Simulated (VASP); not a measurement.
Given:

```
Sc
1.0
    1.67892    -2.90797     0.00000
    1.67892     2.90797     0.00000
    0.00000     0.00000     5.19284
Sc
2
Direct
  0.33333   0.66667   0.25000
  0.66667   0.33333   0.75000
```

Method: optB88-vdW, VASP's PBE PAW potentials (set 64) (plane waves; VASP). Numerical set-up: 520 eV cut-off, 13×13×7 Γ-centred mesh, first-order Methfessel-Paxton smearing of 0.10 eV, potentials Sc_sv.

Question: Predict the energy per atom (σ→0), pressure, band gap (on the k-mesh) with the smallest direct gap where there is one.

Answer: 
| Property | Result |
|---|---|
| band gap (on the k-mesh) | none (metal, semimetal or under 0.01 eV) |
| energy per atom (σ→0) | -3.459 eV/atom |
| pressure | -3.04 GPa |

The absolute energy has meaning only against runs of the same code, potentials and settings.

The compound is Sc in the hcp structure. This cell is one point of a volume scan, at 1.06 of the reference volume.
